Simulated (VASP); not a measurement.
```yaml
crystal:
  lattice:
    - [0.00000, 2.25271, 2.25271]
    - [2.25271, 0.00000, 2.25271]
    - [2.25271, 2.25271, 0.00000]
  atoms:
    - { symbol: Ga, position: [0.00000, 0.00000, 0.00000] }
    - { symbol: N, position: [0.25000, 0.25000, 0.25000] }
```

All values below come from r2SCAN meta-GGA, VASP's PBE PAW potentials (set 64) (plane waves; VASP 6.6.1). Settings: 520 eV cut-off, 13×13×13 Γ-centred mesh, Gaussian smearing of 0.010 eV, potentials Ga_d N.

Task: Estimate the energy per atom (σ→0), band gap (on the k-mesh) with the smallest direct gap where there is one.

Result: 
```yaml
band gap (on the k-mesh): 2.13 eV
smallest direct gap (on the k-mesh): 2.13 eV
energy per atom (σ→0): -1056.4 kJ/mol of atoms
```

The absolute energy has meaning only against runs of the same code, potentials and settings.

The compound is GaN in the zinc blende structure, a metastable form; wurtzite is the usual one. It was relaxed first.
